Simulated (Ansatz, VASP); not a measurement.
# Two plane-wave programs on PtC

The input INCAR:

```
SYSTEM = PtC
PREC = Accurate
ENCUT = 520
EDIFF = 1E-7
ISMEAR = -1
SIGMA = 0.05
LREAL = .FALSE.
LASPH = .TRUE.
NELM = 80
ALGO = Normal
ISIF = 2
LWAVE = .FALSE.
LCHARG = .FALSE.
GGA = PS
NBANDS = 14
```

The input KPOINTS:

```
regular mesh
0
G
  14 14 14
  0 0 0
```

POSCAR

```
PtC
1.0
    2.5513265168      0.0000000000      0.0000000000
    0.0000000000      2.5513265168      0.0000000000
    0.0000000000      0.0000000000      2.5513265168
Pt C
1 1
Direct
    0.0000000000      0.0000000000      0.0000000000
    0.5000000000      0.5000000000      0.5000000000
```

Input for Ansatz:

```yaml
crystal:
  lattice:
    - [2.5513265168, 0.0, 0.0]
    - [0.0, 2.5513265168, 0.0]
    - [0.0, 0.0, 2.5513265168]
  atoms:
    - { symbol: Pt, position: [0.0, 0.0, 0.0] }
    - { symbol: C, position: [0.5, 0.5, 0.5] }
kpoints:
  mp_grid: { grid: [14, 14, 14] }
scf:
  occupations: { method: fermi_dirac, width: 0.05 }
hamiltonian:
  xc: pbesol
  pseudopotentials: { kind: paw }
output:
  forces: true
  stress: true
  eigenvalues: true
  populations: true
```

Change from the starting cell: volume scaled by 0.78, PAW files.

Alike in both runs: task single point; functional PBEsol; k mesh 14 × 14 × 14; occupations fermi-dirac, width 0.05 eV; no spin polarisation.

```csv
,VASP,Ansatz
version,VASP 6.6.1,Ansatz 0.2.0
potentials or method,"VASP PAW PBE potentials, release 64 (Pt, C)","PAW with Ansatz's default frozen-core files, scalar-relativistic"
plane-wave cutoff (eV),520,420
valence electrons in the cell,14,22
```

|  | VASP | Ansatz | Ansatz less VASP |
| --- | --- | --- | --- |
| pressure (GPa) | 123.0 | 121.9 | -1.10 |

The two sets of potentials don't hold the same shells in valence.

Caveats: the cell as given lies far from equilibrium; so large a pressure means that the cell lies far from this level's equilibrium, or that cutoff or potentials fall short (VASP); the potentials were made for another functional, which shifts forces and pressure (VASP). The runs have no spin-orbit coupling, so splittings on Pt are missing.
